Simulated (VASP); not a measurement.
Computed with PBEsol GGA, VASP's PBE PAW potentials (set 64) (plane waves; VASP 6.6.1).

The input files of a VASP run:

File KPOINTS:
```
Automatic mesh
0
Gamma
11 11 11
0 0 0
```

### POSCAR
```
NiAl
1
    2.8900000000     0.0000000000     0.0000000000
    0.0000000000     2.8900000000     0.0000000000
    0.0000000000     0.0000000000     2.8900000000
Al Ni
1 1
Direct
  0.5000000000   0.5000000000   0.5000000000
  0.0000000000   0.0000000000   0.0000000000
```

INCAR:
```
SYSTEM = NiAl
PREC = Accurate; ENCUT = 300; LREAL = F
LASPH = T
EDIFF = 1E-6; NELM = 100; ALGO = Normal
LMAXMIX = 4
ISMEAR = -1; SIGMA = 0.1
GGA = PS
ISIF = 2
LWAVE = F; LCHARG = F
```

POTCAR, in this order: Al Ni (PBE.64 set). Program: vasp_std.

The run wrote:

**OSZICAR**
```
       N       E                     dE             d eps       ncg     rms          rms(c)
DAV:   1     0.243623495196E+02    0.24362E+02   -0.40685E+03  1178   0.857E+02
DAV:   2    -0.125057236267E+02   -0.36868E+02   -0.34628E+02  1132   0.164E+02
DAV:   3    -0.131927694863E+02   -0.68705E+00   -0.68194E+00  1336   0.280E+01
DAV:   4    -0.132012011126E+02   -0.84316E-02   -0.84293E-02  1290   0.299E+00
DAV:   5    -0.132014037121E+02   -0.20260E-03   -0.20260E-03  1262   0.467E-01    0.125E+01
DAV:   6    -0.153470856606E+02   -0.21457E+01   -0.65465E+01  1252   0.132E+02    0.164E+01
DAV:   7    -0.116219791095E+02    0.37251E+01   -0.18111E+01  1234   0.772E+01    0.124E+00
DAV:   8    -0.116081788984E+02    0.13800E-01   -0.50418E-01  1354   0.876E+00    0.104E+00
DAV:   9    -0.115930687278E+02    0.15110E-01   -0.62686E-02  1310   0.383E+00    0.216E-01
DAV:  10    -0.115924566949E+02    0.61203E-03   -0.32846E-03  1274   0.905E-01    0.683E-02
DAV:  11    -0.115924515583E+02    0.51366E-05   -0.84247E-05  1470   0.108E-01    0.300E-02
DAV:  12    -0.115924500246E+02    0.15338E-05   -0.22079E-06   946   0.206E-02    0.424E-03
DAV:  13    -0.115924496337E+02    0.39091E-06   -0.34315E-07   574   0.732E-03
   1 F= -.11592450E+02 E0= -.11576920E+02  d E =-.310602E-01
```

OUTCAR:
```
------------------------ aborting loop because EDIFF is reached ----------------------------------------
  FORCE on cell =-STRESS in cart. coord.  units (eV):
  Direction    XX          YY          ZZ          XY          YZ          ZX
  --------------------------------------------------------------------------------------
  Total       -0.6615306     -0.6615306     -0.6615306      0.0000000      0.0000000      0.0000000
  in kB      -43.9103614    -43.9103614    -43.9103614      0.0000000      0.0000000      0.0000000
  external PRESSURE =     -43.9103614 kB  Pullay stress =       0.0000000 kB
  volume of cell :       24.14
      direct lattice vectors                 reciprocal lattice vectors
     2.890000000  0.000000000  0.000000000     0.346020761  0.000000000  0.000000000
     0.000000000  2.890000000  0.000000000     0.000000000  0.346020761  0.000000000
     0.000000000  0.000000000  2.890000000     0.000000000  0.000000000  0.346020761
 POSITION                                       TOTAL-FORCE (eV/Angst)
 -----------------------------------------------------------------------------------
      1.44500      1.44500      1.44500         0.000000      0.000000      0.000000
      0.00000      0.00000      0.00000         0.000000      0.000000      0.000000
 -----------------------------------------------------------------------------------
    total drift:                               -0.000000      0.000000      0.000000
  FREE ENERGIE OF THE ION-ELECTRON SYSTEM (eV)
  ---------------------------------------------------
  free  energy   TOTEN  =       -11.5924496337 eV

  energy  without entropy=      -11.5613894434  energy(sigma->0) =      -11.57691954
```
(Selected blocks of OUTCAR.)

At this cut-off the stress carries a Pulay error, which pulls relaxed volumes low.

The structure is a typed NiAl crystal. The cell was not relaxed at this level. The run is not spin-polarised, so no magnetic state was tried. The electron count is odd and the run is not spin-polarised, which forces a metal.
